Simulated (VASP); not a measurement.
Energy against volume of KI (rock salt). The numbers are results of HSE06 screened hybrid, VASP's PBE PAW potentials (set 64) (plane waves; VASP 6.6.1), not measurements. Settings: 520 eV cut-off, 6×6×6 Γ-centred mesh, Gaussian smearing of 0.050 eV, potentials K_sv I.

```tsv
V (Å³/atom)	E (eV/atom)
42.236	-3.19985
43.628	-3.20643
45.020	-3.20955
46.413	-3.20944
```

Problem. Fit these four points and predict the energy of the run at 47.805 Å³/atom.

Solution. A cubic in V^(−2/3), the third-order Birch-Murnaghan form, passes through the four points with V0 = 45.66 Å³/atom and B0 = 12 GPa, and gives -3.2063 eV/atom there. The run gave -3.2067 eV/atom, -0.3 meV/atom from the fit; all five points give B0 = 11 GPa.

The compound is KI in the rock salt structure. It was relaxed first. The cell's shape comes from a PBE relaxation.
